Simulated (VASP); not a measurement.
Calculation: r2SCAN meta-GGA, VASP's PBE PAW potentials (set 64) (plane waves; VASP).

VASP input:

POSCAR:
```
WSe2
1
    6.2042407063    -0.0000000000     0.0000000000
    0.0000000000     6.2042407063    -0.0000000000
    0.0000000000     0.0000000000     6.2042407063
W Se
4 8
Direct
  0.0000000000   0.0000000000   0.0000000000
  0.5000000000   0.5000000000   0.0000000000
  0.0000000000   0.5000000000   0.5000000000
  0.5000000000   0.0000000000   0.5000000000
  0.3590454399   0.3590454399   0.3590454399
  0.8590454399   0.1409545601   0.6409545601
  0.6409545601   0.8590454399   0.1409545601
  0.1409545601   0.6409545601   0.8590454399
  0.6409545601   0.6409545601   0.6409545601
  0.1409545601   0.8590454399   0.3590454399
  0.3590454399   0.1409545601   0.8590454399
  0.8590454399   0.3590454399   0.1409545601
```

**INCAR**
```
ISIF = 3   # ions, shape and volume
IBRION = 2   # conjugate gradients
EDIFFG = -0.02   # ionic stop
PREC = Accurate
LWAVE = .FALSE.
METAGGA = R2SCAN
LMIXTAU = .TRUE.
LASPH = .TRUE.
EDIFF = 1E-6
ISMEAR = 1   # Methfessel-Paxton
NSW = 60
ALGO = Normal   # blocked Davidson
LMAXMIX = 6
ENCUT = 400
LCHARG = .FALSE.
NELM = 100   # most electronic steps
SYSTEM = WSe2
SIGMA = 0.1   # width (eV)
LREAL = .FALSE.
```

File KPOINTS:
```
Automatic mesh
0
Gamma
5 5 5
0 0 0
```

POTCAR, in this order: W_sv Se (PBE.64 set). Program: vasp_std.

The run wrote:

OSZICAR:
```
       N       E                     dE             d eps       ncg     rms          rms(c)
DAV:   1     0.729934377414E+03    0.72993E+03   -0.47761E+04  1524   0.140E+03
DAV:   2    -0.267969381862E+03   -0.99790E+03   -0.97365E+03  1574   0.414E+02
DAV:   3    -0.343656255352E+03   -0.75687E+02   -0.73236E+02  1688   0.105E+02
DAV:   4    -0.346224529327E+03   -0.25683E+01   -0.25098E+01  1616   0.180E+01
DAV:   5    -0.346290297777E+03   -0.65768E-01   -0.65470E-01  1632   0.274E+00    0.375E+01
DAV:   6    -0.327831481675E+03    0.18459E+02   -0.29110E+01  1614   0.271E+01    0.108E+01
DAV:   7    -0.318521469379E+03    0.93100E+01   -0.90822E+00  1610   0.109E+01    0.757E+00
DAV:   8    -0.318406657526E+03    0.11481E+00   -0.16798E+00  1628   0.485E+00    0.256E+00
DAV:   9    -0.318763391701E+03   -0.35673E+00   -0.74294E-01  1472   0.323E+00    0.601E-01
DAV:  10    -0.318829139638E+03   -0.65748E-01   -0.17955E-01  1484   0.160E+00    0.282E-01
DAV:  11    -0.318840700507E+03   -0.11561E-01   -0.26798E-02  1494   0.675E-01    0.204E-01
DAV:  12    -0.318843755298E+03   -0.30548E-02   -0.50056E-03  1496   0.307E-01    0.498E-02
DAV:  13    -0.318844935438E+03   -0.11801E-02   -0.13668E-03  1596   0.180E-01    0.439E-02
DAV:  14    -0.318845191228E+03   -0.25579E-03   -0.73620E-04  1514   0.971E-02    0.313E-02
DAV:  15    -0.318845363367E+03   -0.17214E-03   -0.17409E-04  1548   0.477E-02    0.101E-02
DAV:  16    -0.318845389975E+03   -0.26608E-04   -0.24396E-05  1416   0.199E-02    0.519E-03
DAV:  17    -0.318845397811E+03   -0.78362E-05   -0.26566E-06  1116   0.668E-03    0.340E-03
DAV:  18    -0.318845401699E+03   -0.38882E-05   -0.17161E-06   862   0.637E-03    0.183E-03
DAV:  19    -0.318845402851E+03   -0.11523E-05   -0.94257E-07   862   0.326E-03    0.105E-03
DAV:  20    -0.318845403028E+03   -0.17651E-06   -0.18933E-07   856   0.184E-03
   1 F= -.31884540E+03 E0= -.31884314E+03  d E =-.318845E+03
```

**OUTCAR**
```
------------------------ aborting loop because EDIFF is reached ----------------------------------------
  FORCE on cell =-STRESS in cart. coord.  units (eV):
  Direction    XX          YY          ZZ          XY          YZ          ZX
  --------------------------------------------------------------------------------------
  Total        0.0116112      0.0116112      0.0116112     -0.0000000      0.0000000      0.0000000
  in kB        0.0778972      0.0778972      0.0778972     -0.0000000      0.0000000      0.0000000
  external PRESSURE =       0.0778972 kB  Pullay stress =       0.0000000 kB
  volume of cell :      238.82
      direct lattice vectors                 reciprocal lattice vectors
     6.204240706  0.000000000  0.000000000     0.161180078  0.000000000  0.000000000
     0.000000000  6.204240706  0.000000000     0.000000000  0.161180078  0.000000000
     0.000000000  0.000000000  6.204240706     0.000000000  0.000000000  0.161180078
 POSITION                                       TOTAL-FORCE (eV/Angst)
 -----------------------------------------------------------------------------------
      0.00000      0.00000      0.00000         0.000000     -0.000000      0.000000
      3.10212      3.10212      0.00000         0.000000     -0.000000      0.000000
      0.00000      3.10212      3.10212         0.000000     -0.000000      0.000000
      3.10212      0.00000      3.10212         0.000000     -0.000000      0.000000
      2.22760      2.22760      2.22760        -0.000687     -0.000687     -0.000687
      5.32972      0.87452      3.97664        -0.000687      0.000687      0.000687
      3.97664      5.32972      0.87452         0.000687     -0.000687      0.000687
      0.87452      3.97664      5.32972         0.000687      0.000687     -0.000687
      3.97664      3.97664      3.97664         0.000687      0.000687      0.000687
      0.87452      5.32972      2.22760         0.000687     -0.000687     -0.000687
      2.22760      0.87452      5.32972        -0.000687      0.000687     -0.000687
      5.32972      2.22760      0.87452        -0.000687     -0.000687      0.000687
 -----------------------------------------------------------------------------------
    total drift:                               -0.000000      0.000000     -0.000000
  FREE ENERGIE OF THE ION-ELECTRON SYSTEM (eV)
  ---------------------------------------------------
  free  energy   TOTEN  =      -318.8454030280 eV

  energy  without entropy=     -318.8386284870  energy(sigma->0) =     -318.84314485

 reached required accuracy - stopping structural energy minimisation
```
(Selected blocks of OUTCAR.)

The structure was generated: WSe2 was put into the pyrite type (Pa-3), which need not be its known phase. It was relaxed first, which changed the volume by -7 %. The start is the result of an earlier pass.
